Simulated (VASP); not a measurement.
**Ir: a series in biaxial strain in the (111) plane**

How do stress and energy of Ir follow biaxial strain in the (111) plane?

Calculated with VASP 6.6.1; r2SCAN; plane waves and PAW (Ir), in the first sound run; inputs show where later runs differ.

### Step 1. Set-up

The structure is cubic, space group Fm-3m (No. 225). The conventional cell has a = 3.840 Å, b = 3.840 Å, c = 3.840 Å, α = 90.00°, β = 90.00°, γ = 90.00°. Nearest to Ir lie 12 Ir at 2.72 Å.

As a file:

```cif
data_structure
_symmetry_space_group_name_H-M 'P 1'
_symmetry_Int_Tables_number 1
_cell_length_a 2.7153
_cell_length_b 2.7153
_cell_length_c 2.7153
_cell_angle_alpha 60.000
_cell_angle_beta 60.000
_cell_angle_gamma 60.000
_cell_volume 14.16
loop_
_atom_site_label
_atom_site_type_symbol
_atom_site_fract_x
_atom_site_fract_y
_atom_site_fract_z
_atom_site_occupancy
Ir1 Ir 0.00000 0.00000 0.00000 1
```

### Step 2. Relax the crystal, r2SCAN

The series starts from the cell that this level prefers, so that zero strain is near zero stress.

Level: r2SCAN; plane waves and PAW (Ir).

Contents of INCAR:

```
SYSTEM = Ir
PREC = Accurate
ENCUT = 450
EDIFF = 1E-07
NELM = 120
ISMEAR = 1
SIGMA = 0.15
LREAL = .FALSE.
ALGO = Normal
METAGGA = R2SCAN
LASPH = .TRUE.
NBANDS = 10
LORBIT = 11
LWAVE = .FALSE.
LCHARG = .FALSE.
KPAR = 8
IBRION = 2
NSW = 40
ISIF = 3
EDIFFG = -0.005
POTIM = 0.4
```

Contents of POSCAR:

```
Ir
1.0
    0.0000000000      1.9200000000      1.9200000000
    1.9200000000      0.0000000000      1.9200000000
    1.9200000000      1.9200000000      0.0000000000
Ir
1
Direct
    0.0000000000      0.0000000000      0.0000000000
```

Contents of KPOINTS:

```
Automatic mesh
0
Gamma
26 26 26
0 0 0
```

Potentials, in the order of the species: Ir (PBE family, release 64).

Command:

```bash
> mpirun -np 8 vasp_std
```

What it wrote:

```text
[banner, memory and clock lines left out]
running    8 mpi-ranks, on    1 nodes
[...]
|                                                                             |
|           W    W    AA    RRRRR   N    N  II  N    N   GGGG   !!!           |
|           W    W   A  A   R    R  NN   N  II  NN   N  G    G  !!!           |
|           W    W  A    A  R    R  N N  N  II  N N  N  G       !!!           |
|           W WW W  AAAAAA  RRRRR   N  N N  II  N  N N  G  GGG   !            |
|           WW  WW  A    A  R   R   N   NN  II  N   NN  G    G                |
|           W    W  A    A  R    R  N    N  II  N    N   GGGG   !!!           |
|                                                                             |
|     For optimal performance we recommend to set                             |
|       NCORE = 2 up to number-of-cores-per-socket                            |
|     NCORE specifies how many cores store one orbital (NPAR=cpu/NCORE).      |
|     This setting can greatly improve the performance of VASP for DFT.       |
[...]
2 F= -.52355403E+02 E0= -.52355559E+02  d E =0.115459E-01
 trial-energy change:    0.011546  1 .order    0.011046   -0.012473    0.034564
 step:   0.2531(harm=  0.2652)  dis= 0.00000  next Energy=   -52.368519 (dE=-0.157E-02)
[...]
N       E                     dE             d eps       ncg     rms          rms(c)
DAV:   1    -0.524026168496E+02   -0.47214E-01   -0.12806E+00 11170   0.161E+01    0.172E+00
DAV:   2    -0.523717207244E+02    0.30896E-01   -0.76234E-02 11270   0.323E+00    0.533E-01
DAV:   3    -0.523684868071E+02    0.32339E-02   -0.12359E-02 11808   0.124E+00    0.201E-01
DAV:   4    -0.523684659785E+02    0.20829E-04   -0.25465E-04 15380   0.114E-01    0.906E-02
DAV:   5    -0.523684855464E+02   -0.19568E-04   -0.70094E-05 13362   0.733E-02    0.808E-03
DAV:   6    -0.523684866956E+02   -0.11493E-05   -0.25132E-06 11884   0.128E-02    0.209E-03
DAV:   7    -0.523684861859E+02    0.50976E-06   -0.24090E-07 10136   0.478E-03    0.633E-04
DAV:   8    -0.523684864591E+02   -0.27324E-06   -0.11464E-08  5198   0.105E-03    0.355E-04
DAV:   9    -0.523684863707E+02    0.88438E-07   -0.19766E-09  5156   0.378E-04
   3 F= -.52368486E+02 E0= -.52368596E+02  d E =-.153732E-02
[...]
reached required accuracy - stopping structural energy minimisation
```

Wall time 1.8 min (8 MPI ranks of AMD EPYC 7R43, shared host); peak memory 1.3 GiB; 14 min of CPU time.

Lines that name or quote the potential files are left out of all logs, and their timing lines are given in words.

From OUTCAR (step 2):

```text
  Total       -0.0011399     -0.0011399     -0.0011399      0.0000000     -0.0000000      0.0000000
  in kB       -0.1277787     -0.1277787     -0.1277787      0.0000000     -0.0000000      0.0000000
  external PRESSURE =      -0.1277787 kB  Pullay stress =       0.0000000 kB

 POSITION                                       TOTAL-FORCE (eV/Angst)
 -----------------------------------------------------------------------------------
      0.00000      0.00000      0.00000        -0.000000      0.000000      0.000000
 -----------------------------------------------------------------------------------
    total drift:                               -0.000000     -0.000000     -0.000000

  FREE ENERGIE OF THE ION-ELECTRON SYSTEM (eV)
  ---------------------------------------------------
  free  energy   TOTEN  =       -52.3684863707 eV

  energy  without entropy=      -52.3688159230  energy(sigma->0) =      -52.36859622

 reached required accuracy - stopping structural energy minimisation

[... 3 further parts left out ...]
[key lines of the parts left out:]
E-fermi :   9.9803
```

Numbers from this step:

```
energy(sigma→0) of the program : -52.3686 eV
stress, compression positive   : -0.01 along [111], -0.01 across it (mean), GPa
volume                         : 14.292 Å³
ionic steps                    : 3
```

### Step 3. Strain along the normal, r2SCAN

One member in full: the plane is strained by 0.5 %, and the strain along the normal is moved by secant steps until the normal stress is under 0.012 GPa or five steps are spent; the atoms relax at each step.

This step took 3 runs, each at a new trial strain with the atoms of the one before; the last is shown.

Level: r2SCAN; plane waves and PAW (Ir).

INCAR, as its differences from that of step 2:

```diff
@@ -15,7 +15,7 @@
 LCHARG = .FALSE.
-KPAR = 8
-IBRION = 2
-NSW = 40
-ISIF = 3
-EDIFFG = -0.005
-POTIM = 0.4
+KPAR = 2
+IBRION = 1
+NSW = 25
+ISIF = 2
+EDIFFG = -0.004
+POTIM = 0.3
```

Contents of POSCAR:

```
Ir
1.0
   -0.0097636810      1.9260227790      1.9260227790
    1.9260227790     -0.0097636810      1.9260227790
    1.9260227790      1.9260227790     -0.0097636810
Ir
1
Direct
    0.0000000000      0.0000000000      0.0000000000
```

KPOINTS is that of step 2.

Command:

```bash
> mpirun -np 2 vasp_std
```

What it wrote:

```text
[banner, memory and clock lines left out]
running    2 mpi-ranks, on    1 nodes
[...]
[... a notice as in an earlier step ...]

 LDA part: xc-table for (None), standard interpolation
 POSCAR, INCAR and KPOINTS ok, starting setup
[...]
entering main loop
       N       E                     dE             d eps       ncg     rms          rms(c)
DAV:   1    -0.686392028294E+00   -0.68639E+00   -0.41117E+03 33576   0.750E+02
DAV:   2    -0.538882369513E+02   -0.53202E+02   -0.50412E+02 34158   0.191E+02
DAV:   3    -0.547223605920E+02   -0.83412E+00   -0.83190E+00 38400   0.289E+01
DAV:   4    -0.547307359804E+02   -0.83754E-02   -0.83738E-02 38002   0.272E+00
[...]
DAV:  12    -0.523667582870E+02    0.22858E-05   -0.26068E-06 36158   0.194E-02    0.243E-03
DAV:  13    -0.523667585225E+02   -0.23554E-06   -0.13397E-07 29844   0.413E-03    0.133E-03
DAV:  14    -0.523667584974E+02    0.25089E-07   -0.69445E-09 17184   0.876E-04
   1 F= -.52366758E+02 E0= -.52366886E+02  d E =-.523668E+02
 BRION: g(F)=  0.586E-63 g(S)=  0.000E+00
 reached required accuracy - stopping structural energy minimisation
```

Elapsed: 10 min, on 2 MPI ranks; peak memory 0.54 GiB.

Parts of OUTCAR (step 3):

```text
  Total       -0.2444367     -0.2444367     -0.2444367      0.1219786      0.1219786      0.1219786
  in kB      -27.2002449    -27.2002449    -27.2002449     13.5734453     13.5734453     13.5734453
  external PRESSURE =     -27.2002449 kB  Pullay stress =       0.0000000 kB

  FREE ENERGIE OF THE ION-ELECTRON SYSTEM (eV)
  ---------------------------------------------------
  free  energy   TOTEN  =       -52.3667584974 eV

  energy  without entropy=      -52.3671417333  energy(sigma->0) =      -52.36688624

[... 2 parts as in an earlier step ...]

[... 3 further parts left out ...]
[key lines of the parts left out:]
E-fermi :   9.8528
```

This run gave:

```
energy(sigma→0) of the program : -52.3669 eV
stress, compression positive   : -0.01 along [111], -4.08 across it (mean), GPa
ionic steps                    : 1
```

### Step 4. The whole series

The other members went through these steps as far as the tables show, with the same cutoff and, step by step, the same mesh; 32 runs are not shown. The session took 10.0 core hours (wall time by ranks) on a shared machine.

```
in-plane strain (%)  strain along the normal (%)  in-plane stress, tension positive (GPa)  energy above the unstrained row, extrapolated to no smearing (meV/atom)
             -2.000                        1.051                                  -19.211                                                                   32.657
             -1.500                        0.786                                  -13.925                                                                   17.997
             -1.000                        0.523                                   -8.971                                                                    7.861
             -0.500                        0.261                                        ?                                                                        ?
                  0                       -0.002                                    0.010                                                                    0.000
              0.500                       -0.260                                    4.077                                                                    1.788
              1.000                       -0.517                                    7.885                                                                    7.090
              1.500                       -0.771                                   11.453                                                                   15.700
              2.000                       -1.021                                   14.789                                                                   27.446
```

### Step 5. A fit to the known rows

A least-squares parabola through the 8 rows shown, with e the strain in %: stress = − 0.5523 e² + 8.477 e + 0.001984 (GPa), r.m.s. residual 0.038 GPa.

At e = -0.5 this predicts -4.374 GPa.

### Step 6. The withheld row

The calculation gives -4.330 GPa, so the prediction is 0.044 GPa too low, within twice the residual of the fit.

Slopes at zero strain, from cubics through all rows: strain ratio -0.521, stress over strain 840 GPa.

### Step 7. Results

| Item | Value |
| --- | --- |
| error of the predicted stress | -0.044 GPa |
| ratio of normal to in-plane strain | -0.521 |
| biaxial modulus | 840 GPa |

In words: As a check, the curvature of the energy gives 836 GPa for the same modulus (energy per volume = M × strain²), 1 % from the slope of the stress. These are static values: temperature and zero-point motion are left out. In a metal the slopes also depend on mesh and smearing, which were held through the series.

[Lines on the potential files, build, host, timing and source positions are cut from VASP's logs without a mark.]

[Logs are printed without paths, hosts, clocks, repeated set-up lines and the standing remarks that a program may print on its own settings, such as how far it seeks lower states.]

[Hosts, paths, dates, database ids (printed as entryN), source tags and the programs' standing remarks are cut or masked in the printed files.]

[In band tables of VASP the shares of atoms and orbitals are scaled to a sum of 1 inside the atoms' spheres.]
